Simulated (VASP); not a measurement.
Input:

```xyz
6
Lattice="4.6061 0.0000 0.0000 0.0000 4.6061 0.0000 0.0000 0.0000 2.9637" Properties=species:S:1:pos:R:3 pbc="T T T"
Ti     0.0000     0.0000     0.0000
Ti     2.3031     2.3031     1.4818
O      1.4016     1.4016     0.0000
O      3.7047     0.9014     1.4818
O      0.9014     3.7047     1.4818
O      3.2045     3.2045     0.0000
```

Computed with MS2 meta-GGA, VASP's PBE PAW potentials (set 64) (plane waves; VASP 6.6.1). Settings: 520 eV cut-off, 6×6×8 Γ-centred mesh, tetrahedra with Blöchl corrections, potentials Ti_sv O.

Task: The job: TiO₂ (rutile), 6 atoms, MS2, static run, 520 eV, 6×6×8 Γ-centred mesh. Roughly how much core time does it take on a busy server core?

Result: About 7 core-minutes (one run on a shared machine, a rough figure). It had 50 irreducible k-points, 28 bands, up to 1720 plane waves and 24 electronic steps.

The compound is TiO2 in the rutile structure. It was relaxed first.
